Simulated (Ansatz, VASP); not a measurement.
# Cross-check of Si11B4O28 (boron-doped silica glass) between VASP and Ansatz, part 2 of 2

Aim: how closely do two programs agree when they are given the same cell, functional and k mesh? Of the first pair: The structure shown is the start of the Ansatz relaxation below; VASP solves that cell, so the two are compared at the walk's first step.

VASP 6.6.1 and Ansatz 0.2.0.

So far: The starting structure; Ansatz: relaxation, PBE.

### Step 3. VASP: single point, PBE, start cell, pair 1

Level of this step: PBE; plane waves and PAW (Si, B, O) (VASP).

The same cell, functional, mesh and smearing now go to VASP, with its own data sets.

Lines of VASP's logs that name or quote its potential files are left out, and so is its time.

INCAR reads:

```
SYSTEM = Si11B4O28
PREC = Accurate
ENCUT = 520
EDIFF = 1E-06
NELM = 120
ISMEAR = -1
SIGMA = 0.05
LREAL = Auto
ALGO = Normal
GGA = PE
NBANDS = 144
LORBIT = 11
LWAVE = .FALSE.
LCHARG = .FALSE.
ISIF = 2
LASPH = .TRUE.
GGA_COMPAT = .FALSE.
EFERMI = MIDGAP
KPAR = 8
```

POSCAR reads:

```
Si11B4O28
1.0
    8.5704000000      0.0000000000      0.0000000000
    0.0000000000      8.5704000000      0.0000000000
    0.0000000000      0.0000000000      8.5704000000
Si B O
11 4 28
Direct
    0.4770129749      0.6799949827      0.1063410109
    0.8429069822      0.6139189536      0.1223549659
    0.2818939606      0.3807019509      0.2085349575
    0.2999459769      0.8563639970      0.8248509988
    0.8582559741      0.0748350135      0.4904929758
    0.5511390367      0.0611320358      0.6738449781
    0.6930520162      0.1097849575      0.0169670027
    0.0808570195      0.1291479978      0.7564130029
    0.9579680062      0.4297300009      0.4021210212
    0.1858800056      0.6141740175      0.5920379446
    0.3926190143      0.1262189629      0.2358679875
    0.3343460049      0.8291679502      0.3652089751
    0.8893639737      0.3536209512      0.9457749930
    0.9172450527      0.9217720293      0.1883559694
    0.3320149585      0.3106999673      0.6175590404
    0.3966819518      0.7963349435      0.9774820312
    0.6636979604      0.6600910109      0.0747149491
    0.4533469850      0.7583660039      0.2792650285
    0.3982550406      0.2909189769      0.3376470176
    0.9561410203      0.0346039858      0.6482410389
    0.9867160226      0.2594939559      0.8573149445
    0.1166989872      0.4136670400      0.2927279940
    0.1993330533      0.7122619714      0.7533839727
    0.8352590311      0.5188460282      0.2878509755
    0.4204640390      0.9219199804      0.6885130216
    0.9195289601      0.9765740222      0.3408649538
    0.6381480444      0.0572350182      0.8436589891
    0.2347429525      0.7367650285      0.4532780267
    0.8898980211      0.2601389667      0.4532240035
    0.9509320452      0.7671269719      0.1543219686
    0.1952820172      0.2221319892      0.6337040278
    0.7499299916      0.2913519789      0.0028669607
    0.2734259778      0.2144499673      0.1099739802
    0.3748479651      0.5178579763      0.1192580276
    0.3157620414      0.9885390414      0.3382530570
    0.0177419957      0.5350220526      0.5493729581
    0.5540250163      0.0891589657      0.1458439513
    0.4691830020      0.2328990479      0.6577080416
    0.1841919864      0.0040600205      0.8547879912
    0.3137550173      0.4714539578      0.6003890133
    0.6744050453      0.0418670074      0.5303769952
    0.8455200457      0.0130489825      0.0749369924
    0.9261850089      0.5042950154      0.9916530150
```

KPOINTS reads:

```
Automatic mesh
0
Gamma
2 2 2
0 0 0
```

Potentials, in the order of the species: Si, B and O (PBE family, release 64).

Started as:

```bash
mpirun -np 8 vasp_std
```

Numbers of over 12 decimals in the logs are rounded to 6 here.

Output:

```text
[banner, memory and clock lines left out]
running    8 mpi-ranks, on    1 nodes
[...]
|                                                                             |
|           W    W    AA    RRRRR   N    N  II  N    N   GGGG   !!!           |
|           W    W   A  A   R    R  NN   N  II  NN   N  G    G  !!!           |
|           W    W  A    A  R    R  N N  N  II  N N  N  G       !!!           |
|           W WW W  AAAAAA  RRRRR   N  N N  II  N  N N  G  GGG   !            |
|           WW  WW  A    A  R   R   N   NN  II  N   NN  G    G                |
|           W    W  A    A  R    R  N    N  II  N    N   GGGG   !!!           |
|                                                                             |
|     For optimal performance we recommend to set                             |
|       NCORE = 2 up to number-of-cores-per-socket                            |
|     NCORE specifies how many cores store one orbital (NPAR=cpu/NCORE).      |
|     This setting can greatly improve the performance of VASP for DFT.       |
|     The default, NCORE=1 might be grossly inefficient on modern             |
|     multi-core architectures or massively parallel machines. Do your        |
|     Unfortunately you need to use the default for GW and RPA                |
|     calculations (for HF NCORE is supported but not extensively tested      |
|     yet).                                                                   |
|                                                                             |

 LDA part: xc-table for (Slater+PW92), standard interpolation
 POSCAR, INCAR and KPOINTS ok, starting setup
[...]
entering main loop
       N       E                     dE             d eps       ncg     rms          rms(c)
DAV:   1     0.154466700921E+04    0.15447E+04   -0.11488E+05  2336   0.141E+03
DAV:   2    -0.237487424846E+03   -0.17822E+04   -0.17344E+04  2832   0.337E+02
DAV:   3    -0.377275779154E+03   -0.13979E+03   -0.13894E+03  2752   0.100E+02
DAV:   4    -0.379775858429E+03   -0.25001E+01   -0.24917E+01  2760   0.143E+01
[...]
DAV:  16    -0.337299381247E+03    0.64841E-05   -0.30615E-05  2736   0.195E-02    0.109E-02
DAV:  17    -0.337299379857E+03    0.13900E-05   -0.39787E-06  2624   0.818E-03    0.590E-03
DAV:  18    -0.337299379802E+03    0.54810E-07   -0.14423E-06  1760   0.442E-03
   1 F= -.33729938E+03 E0= -.33729938E+03  d E =-.246300E-21
```

OUTCAR, selected parts (step 3):

```text
  Total       -9.2799012    -10.0482875     -5.3235770     -1.1812086      6.1492879      5.9030389
  in kB      -23.6184101    -25.5740412    -13.5491124     -3.0063111     15.6506412     15.0239093
  external PRESSURE =     -20.9138546 kB  Pullay stress =       0.0000000 kB

 POSITION                                       TOTAL-FORCE (eV/Angst)
 -----------------------------------------------------------------------------------
      4.08819      5.82783      0.91138        -0.505586      0.206709      0.974414
      7.22405      5.26153      1.04863        -0.372752     -0.209923      0.782970
      2.41594      3.26277      1.78723        -0.036199     -0.592825      0.721130
      2.57066      7.33938      7.06930         0.339602      0.279643     -0.818179
      7.35560      0.64137      4.20372         0.489588      0.734219     -0.017144
      4.72348      0.52393      5.77512        -0.557229      0.665883      1.100433
      5.93973      0.94090      0.14541         0.130722      0.104137     -0.264557
      0.69298      1.10685      6.48276         0.539522      0.793394     -0.901890
      8.21017      3.68296      3.44634         0.816123     -0.353565     -0.727983
      1.59307      5.26372      5.07400         0.991007     -0.505846     -0.633323
      3.36490      1.08175      2.02148         0.044586      0.892640     -0.511389
      2.86548      7.10630      3.12999         0.081565     -0.994835     -0.656617
      7.62221      3.03067      8.10567        -0.169864     -0.944211      0.288692
      7.86116      7.89995      1.61429        -2.033461      0.145029      0.339753
[...]
-----------------------------------------------------------------------------------
    total drift:                                0.016337      0.003944     -0.024502

  FREE ENERGIE OF THE ION-ELECTRON SYSTEM (eV)
  ---------------------------------------------------
  free  energy   TOTEN  =      -337.2993798023 eV

  energy  without entropy=     -337.2993798023  energy(sigma->0) =     -337.29937980

[... 3 further parts left out ...]
[key lines of the parts left out:]
E-fermi :   2.2312
```

The run ends at a pressure of -2.09 GPa, with forces up to 2.1 eV/Å.

### Step 4. Side by side

Known differences besides the potentials themselves: the cutoff is 420 eV in Ansatz and 520 eV in VASP (PREC = Accurate, projectors in real space). Total energies have different zeros and are not compared.

Forces on 10 of the 43 atoms, those with the largest forces and the largest differences (eV/Å; atoms numbered as in POSCAR):

```tsv
atom	Ansatz x, y, z	VASP x, y, z
Si3	0.004, -0.690, 0.744	-0.036, -0.593, 0.721
Si6	-0.577, 0.666, 1.117	-0.557, 0.666, 1.100
Si8	0.558, 0.786, -0.939	0.540, 0.793, -0.902
Si10	0.997, -0.524, -0.643	0.991, -0.506, -0.633
Si11	0.014, 0.984, -0.527	0.045, 0.893, -0.511
B12	0.109, -0.992, -0.710	0.082, -0.995, -0.657
B14	-2.101, 0.133, 0.334	-2.033, 0.145, 0.340
B15	-0.810, -0.437, 0.990	-0.765, -0.410, 0.948
O19	0.668, 0.104, 0.877	0.699, 0.129, 0.952
O28	0.465, 0.998, -0.535	0.456, 0.967, -0.509
```

The forces differ by 25 meV/Å r.m.s., which is 4.6 % of the r.m.s. force of 0.536 eV/Å (both taken over all components).

### Step 5. Ansatz: relaxation, PBE

This run makes the geometry at which the two programs are then compared. The cell compared in this pair holds 617.67 Å³, against 629.51 Å³ for the pair before.

The structure compared here is the end of the Ansatz relaxation.

input.yaml reads:

```yaml
crystal:
  lattice:
    - [8.5704, 0.0, 0.0]
    - [0.0, 8.5704, 0.0]
    - [0.0, 0.0, 8.5704]
  atoms:
    - { symbol: Si, position: [0.477013, 0.679995, 0.106341] }
    - { symbol: Si, position: [0.842907, 0.613919, 0.122355] }
    - { symbol: Si, position: [0.281894, 0.380702, 0.208535] }
    - { symbol: Si, position: [0.299946, 0.856364, 0.824851] }
    - { symbol: Si, position: [0.858256, 0.074835, 0.490493] }
    - { symbol: Si, position: [0.551139, 0.061132, 0.673845] }
    - { symbol: Si, position: [0.693052, 0.109785, 0.016967] }
    - { symbol: Si, position: [0.080857, 0.129148, 0.756413] }
    - { symbol: Si, position: [0.957968, 0.42973, 0.402121] }
    - { symbol: Si, position: [0.18588, 0.614174, 0.592038] }
    - { symbol: Si, position: [0.392619, 0.126219, 0.235868] }
    - { symbol: B, position: [0.334346, 0.829168, 0.365209] }
    - { symbol: B, position: [0.889364, 0.353621, 0.945775] }
    - { symbol: B, position: [0.917245, 0.921772, 0.188356] }
    - { symbol: B, position: [0.332015, 0.3107, 0.617559] }
    - { symbol: O, position: [0.396682, 0.796335, 0.977482] }
    - { symbol: O, position: [0.663698, 0.660091, 0.074715] }
    - { symbol: O, position: [0.453347, 0.758366, 0.279265] }
    - { symbol: O, position: [0.398255, 0.290919, 0.337647] }
    - { symbol: O, position: [0.956141, 0.034604, 0.648241] }
    - { symbol: O, position: [0.986716, 0.259494, 0.857315] }
    - { symbol: O, position: [0.116699, 0.413667, 0.292728] }
    - { symbol: O, position: [0.199333, 0.712262, 0.753384] }
    - { symbol: O, position: [0.835259, 0.518846, 0.287851] }
    - { symbol: O, position: [0.420464, 0.92192, 0.688513] }
    - { symbol: O, position: [0.919529, 0.976574, 0.340865] }
    - { symbol: O, position: [0.638148, 0.057235, 0.843659] }
    - { symbol: O, position: [0.234743, 0.736765, 0.453278] }
    - { symbol: O, position: [0.889898, 0.260139, 0.453224] }
    - { symbol: O, position: [0.950932, 0.767127, 0.154322] }
    - { symbol: O, position: [0.195282, 0.222132, 0.633704] }
    - { symbol: O, position: [0.74993, 0.291352, 0.002867] }
    - { symbol: O, position: [0.273426, 0.21445, 0.109974] }
    - { symbol: O, position: [0.374848, 0.517858, 0.119258] }
    - { symbol: O, position: [0.315762, 0.988539, 0.338253] }
    - { symbol: O, position: [0.017742, 0.535022, 0.549373] }
    - { symbol: O, position: [0.554025, 0.089159, 0.145844] }
    - { symbol: O, position: [0.469183, 0.232899, 0.657708] }
    - { symbol: O, position: [0.184192, 0.00406, 0.854788] }
    - { symbol: O, position: [0.313755, 0.471454, 0.600389] }
    - { symbol: O, position: [0.674405, 0.041867, 0.530377] }
    - { symbol: O, position: [0.84552, 0.013049, 0.074937] }
    - { symbol: O, position: [0.926185, 0.504295, 0.991653] }
  symmetry: { detect: false }
kpoints:
  mp_grid: { grid: [2, 2, 2] }
scf:
  occupations: { method: fermi_dirac, width: 0.05 }
hamiltonian:
  xc: pbe
  pseudopotentials: { kind: paw, azcp: { folder: soft_1 } }
output:
  forces: true
  stress: true
relax:
  f_tol: 0.04
  max_steps: 100
  escape_saddle: false
  cell: { stress_tol: 0.4, fix: [] }
```

Started as:

```bash
ansatz run input.yaml --threads 5 --pin off --max-ram 12800MiB --backend cpu --events-out ev --progress --plain --runs-dir out
```

Output:

```text
[...]
Crystal: 43 atoms, lattice volume = 629.511 Å³
Basis set: ecut = 420 eV, 12293 PW (Γ), exchange–correlation on 120×120×120 points (8 copies of the dense FFT grid, shifted against one another)
Bands: 155, of which v1, the nominal top of the filled ones, is band 112 counted from 1 (111 counted from 0)
Symmetry: 1 space group operations
k-points: 8
[...]
- { symbol: O, position: [0.992717, 0.264206, 0.874093] }
    - { symbol: O, position: [0.119521, 0.423213, 0.274402] }
    - { symbol: O, position: [0.189201, 0.716481, 0.737920] }
[...]
- { symbol: O, position: [0.337046, 0.480117, 0.612231] }
    - { symbol: O, position: [0.667601, 0.056637, 0.539418] }
    - { symbol: O, position: [0.854056, 0.024502, 0.094338] }
    - { symbol: O, position: [0.929335, 0.508968, 0.991282] }
[key lines of the parts left out:]
SCF converged after 4 iterations
Free energy (F): -23549.485766 eV
Fermi energy:    3.675761 eV
P = ⅓ Tr σ = -0.0592 GPa (-0.592 kbar)
```

### Step 6. VASP: single point, PBE, relaxed cell, pair 2

The same cell, functional, mesh and smearing now go to VASP, with its own data sets.

INCAR: that of step 3 with these lines changed.

```diff
@@ -2,3 +2,3 @@
 PREC = Accurate
-ENCUT = 520
+ENCUT = 600
 EDIFF = 1E-06
```

POSCAR reads:

```
Si11B4O28
1.0
    8.4314092386     -0.0725161766     -0.0212771699
   -0.0725161766      8.5250239965      0.0828204758
   -0.0212771699      0.0828204758      8.5948461553
Si B O
11 4 28
Direct
    0.4680983649      0.6747273630      0.0930075290
    0.8320387734      0.6089208119      0.1222074319
    0.2843752471      0.3719079229      0.1990688957
    0.2905392216      0.8598557572      0.8151111981
    0.8552115152      0.0790027428      0.4943421827
    0.5537936609      0.0752285737      0.6910094269
    0.7010079482      0.1117296807      0.0225874605
    0.0805644004      0.1364695568      0.7668386331
    0.9654804344      0.4300221152      0.3891317567
    0.1983270294      0.6107382231      0.5825896276
    0.3934614789      0.1214680504      0.2264810675
    0.3417601919      0.8180922828      0.3460121682
    0.8912369387      0.3562038735      0.9547599445
    0.8927325854      0.9158824472      0.2069736070
    0.3410314116      0.3225721239      0.6499206245
    0.3874899697      0.7939742867      0.9667440167
    0.6542874362      0.6472232428      0.0561424598
    0.4617287213      0.7501074669      0.2651524299
    0.4068597337      0.2862290368      0.3286436321
    0.9581883422      0.0445237819      0.6512185301
    0.9927166754      0.2642064494      0.8740927386
    0.1195214756      0.4232129330      0.2744020885
    0.1892011975      0.7164810506      0.7379200771
    0.8238270810      0.5133886416      0.2894824967
    0.4174350134      0.9361772434      0.6885221047
    0.8969570846      0.9509573106      0.3621523747
    0.6553257179      0.0495842529      0.8510484315
    0.2452906712      0.7300761585      0.4397963460
    0.8959019256      0.2573639771      0.4351967246
    0.9323583028      0.7693541139      0.1573036658
    0.2021929082      0.2364011756      0.6555423779
    0.7466211596      0.2985798831      0.0081327162
    0.2678507296      0.2058257647      0.1006803687
    0.3644981454      0.5110378481      0.0942564981
    0.3154572941      0.9768256244      0.3273706818
    0.0253403886      0.5293617352      0.5409411198
    0.5577023107      0.0760211384      0.1446246164
    0.4832888427      0.2532319571      0.6851764704
    0.1708617326      0.9985531246      0.8664861953
    0.3370456953      0.4801170442      0.6122311653
    0.6676011713      0.0566373690      0.5394177724
    0.8540562433      0.0245019230      0.0943380872
    0.9293348284      0.5089679410      0.9912822597
```

KPOINTS is that of step 3.

Started as:

```bash
mpirun -np 8 vasp_std
```

Output:

```text
[banner, memory and clock lines left out]
running    8 mpi-ranks, on    1 nodes
[...]
[... a notice as in an earlier step ...]

 LDA part: xc-table for (Slater+PW92), standard interpolation
 POSCAR, INCAR and KPOINTS ok, starting setup
[...]
entering main loop
       N       E                     dE             d eps       ncg     rms          rms(c)
DAV:   1     0.165202631905E+04    0.16520E+04   -0.12394E+05  2312   0.159E+03
DAV:   2    -0.227336280874E+03   -0.18794E+04   -0.18246E+04  2816   0.353E+02
DAV:   3    -0.377790523884E+03   -0.15045E+03   -0.14952E+03  2760   0.105E+02
DAV:   4    -0.380516374570E+03   -0.27259E+01   -0.27163E+01  2768   0.150E+01
[...]
DAV:  15    -0.338577456626E+03    0.52239E-04   -0.40691E-05  2504   0.262E-02    0.644E-03
DAV:  16    -0.338577453758E+03    0.28680E-05   -0.96878E-06  2720   0.114E-02    0.657E-03
DAV:  17    -0.338577452973E+03    0.78418E-06   -0.21326E-06  1752   0.607E-03
   1 F= -.33857745E+03 E0= -.33857745E+03  d E =0.000000E+00
```

OUTCAR, selected parts (step 6):

```text
  Total       -0.9758129     -0.2878577     -0.6522612     -0.1768439      0.1545022     -0.0075232
  in kB       -2.5311519     -0.7466714     -1.6918944     -0.4587137      0.4007619     -0.0195143
  external PRESSURE =      -1.6565726 kB  Pullay stress =       0.0000000 kB

 POSITION                                       TOTAL-FORCE (eV/Angst)
 -----------------------------------------------------------------------------------
      3.89582      5.72583      0.84531         0.021405     -0.002398     -0.032085
      6.96850      5.14085      1.08308        -0.000417      0.021330     -0.018126
      2.36648      3.16639      1.73572        -0.041695      0.089722     -0.023051
      2.36996      7.37673      7.07079        -0.008816     -0.031230      0.029328
      7.19439      0.65243      4.23714        -0.007545     -0.025692     -0.019076
      4.64910      0.65840      5.93357         0.016989     -0.003929     -0.032738
      5.90190      0.90353      0.18847        -0.013923     -0.034676      0.006058
      0.65306      1.22107      6.60045        -0.019384      0.023522      0.020377
      8.10090      3.62816      3.35960        -0.028748     -0.019223      0.012420
      1.61549      5.24043      5.05363         0.001501      0.030874     -0.012462
      3.30381      1.02574      1.94826         0.025258     -0.089388      0.043351
      2.81483      6.97813      3.03440        -0.028409      0.015624      0.047507
      7.46824      3.05109      8.21655         0.051005      0.001948     -0.044303
      7.45617      7.76032      1.83577         0.051686     -0.007687      0.028136
[...]
-----------------------------------------------------------------------------------
    total drift:                                0.003218      0.002367     -0.012812

  FREE ENERGIE OF THE ION-ELECTRON SYSTEM (eV)
  ---------------------------------------------------
  free  energy   TOTEN  =      -338.5774529734 eV

  energy  without entropy=     -338.5774529734  energy(sigma->0) =     -338.57745297

[... 1 part as in an earlier step ...]

[... 2 further parts left out ...]
[key lines of the parts left out:]
E-fermi :   2.2999
```

The run ends at a pressure of -0.17 GPa, with forces up to 0.10 eV/Å.

### Step 7. Differences

What differs besides the data sets and the points named for the pairs above, as far as they apply: the cutoff is 420 eV in Ansatz and 600 eV in VASP (PREC = Accurate, projectors in real space); Ansatz's pressure holds a Pulay correction, VASP's none. Total energies have different zeros and are not compared.

Both answers:

```tsv
quantity	Ansatz	VASP	difference
pressure (GPa)	-0.06	-0.17	+0.11
gap on the k mesh (eV)	5.491	5.484	+0.007
```

Forces on 7 of the 43 atoms, those with the largest forces and the largest differences (eV/Å; atoms numbered as in POSCAR):

```tsv
atom	Ansatz x, y, z	VASP x, y, z
Si3	0.010, -0.004, 0.008	-0.042, 0.090, -0.023
Si11	0.000, -0.004, 0.020	0.025, -0.089, 0.043
B12	0.002, 0.021, -0.003	-0.028, 0.016, 0.048
B13	-0.004, -0.008, -0.001	0.051, 0.002, -0.044
B14	-0.007, -0.004, 0.017	0.052, -0.008, 0.028
O19	-0.001, 0.000, -0.004	0.033, 0.028, 0.065
O33	-0.001, 0.005, -0.004	-0.039, -0.022, -0.070
```

The forces differ by 26 meV/Å r.m.s., where the r.m.s. force is 0.006 eV/Å in Ansatz and 0.026 eV/Å in VASP: the atoms lie near their places of rest in Ansatz, so a percentage would say little (all taken over all components). A gap on the mesh is an upper bound, since the band edges may lie between its points.

### Step 8. Outcome

| Property | Result |
| --- | --- |
| r.m.s. force difference (single point, PBE, start cell, pair 1) | 4.6 % of the r.m.s. force |
| r.m.s. force difference (single point, PBE, relaxed cell, pair 2) | 26 meV/Å |

**Reading.** The r.m.s. force difference is 26 meV/Å (single point, PBE, relaxed cell, pair 2), beyond the 12 meV/Å picked in this series as the mark of a large difference. What causes the difference of the single point, PBE, start cell, pair 1 pair stays open here. What causes the difference of the single point, PBE, relaxed cell, pair 2 pair stays open here. How closely two codes agree says nothing of how well the functional describes the real material.

[Lines on the potential files, build, host, timing and source positions are cut from VASP's logs without a mark.]

[Logs are printed without paths, hosts, clocks, repeated set-up lines and the standing remarks that a program may print on its own settings, such as how far it seeks lower states.]

[Hosts, paths, dates, database ids (printed as entryN), source tags and the programs' standing remarks are cut or masked in the printed files.]
